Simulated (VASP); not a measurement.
Energy against volume of KTaO₃ (cubic perovskite). These are PBE GGA with D3 dispersion (zero damping), VASP's PBE PAW potentials (set 64) (plane waves; VASP 6.6.1) values and carry that method's errors. Run with 520 eV cut-off, 6×6×6 Γ-centred mesh, Gaussian smearing of 0.050 eV, potentials K_sv Ta_pv O.

```csv
V (Å³/atom),E (eV/atom)
12.566,-8.39148
12.954,-8.39917
13.343,-8.39298
13.731,-8.37505
```

**Question.** Fit these four points and predict the energy of the run at 12.177 Å³/atom.

**Answer.** A cubic in V^(−2/3), the third-order Birch-Murnaghan form, passes through the four points with V0 = 12.96 Å³/atom and B0 = 190 GPa, and gives -8.3674 eV/atom there. The run gave -8.3674 eV/atom, -0.1 meV/atom from the fit; all five points give B0 = 189 GPa.

The compound is KTaO3 in the cubic perovskite structure. It was relaxed first.
